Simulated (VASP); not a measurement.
Sb2TeO2:

```xyz
5
Lattice="1.9500 1.1258 8.1667 -1.9500 1.1258 8.1667 0.0000 -2.2517 8.1667" Properties=species:S:1:pos:R:3 pbc="T T T"
Sb    0.0000    0.0000   14.3325
Sb    0.0000    0.0000   10.1675
Te    0.0000    0.0000    0.0000
O     0.0000    0.0000    5.4635
O     0.0000    0.0000   19.0365
```

The cell was built by a generator and needn't be a form met in nature.

- Program: VASP 6.6.1
- Task: relaxation of cell and atoms
- Functional: PBE
- Potentials or basis: VASP PAW PBE potentials, release 64 (Sb, Te, O)
- Cutoff: 520 eV
- k mesh: 4 × 4 × 4
- Occupations: gaussian, width 0.15 eV
- Spin: no spin polarisation

At the start: pressure -0.7 GPa; volume 21.51 Å³/atom.

**Question.** Where does the relaxation end?

**Answer.** Over 10 steps the energy falls by 85.7 meV/atom and the volume is 21.97 Å³/atom (+2.1 %); space group R-3m (No. 166, to 0.05 Å).

Step by step:
```tsv
step	energy change (eV)	largest force (eV/Å)	pressure (GPa)	volume (Å³)
1	0.0000	1.1089	-0.67	107.57
2	-0.2601	0.3331	1.31	106.05
3	-0.3137	0.4011	3.02	105.02
4	-0.1824	0.9837	7.76	102.71
5	-0.3206	0.5093	3.78	104.58
6	-0.4020	0.1321	-1.36	112.60
7	-0.4083	0.2087	-0.25	110.68
8	-0.4082	0.1851	-0.40	110.88
9	-0.4187	0.1599	-0.22	110.57
10	-0.4284	0.0615	0.36	109.86
```

Final structure:
```
Sb Te O
1.0
     1.84570    1.06562    9.30911
    -1.84570    1.06562    9.30911
     0.00000   -2.13123    9.30911
Sb Te O
2 1 2
Direct
  0.58042 0.58042 0.58042
  0.41958 0.41958 0.41958
  0.00000 0.00000 0.00000
  0.22157 0.22157 0.22157
  0.77843 0.77843 0.77843
```

Caveat: the k mesh is coarse (spacing up to 0.47 Å⁻¹), so the values aren't converged.
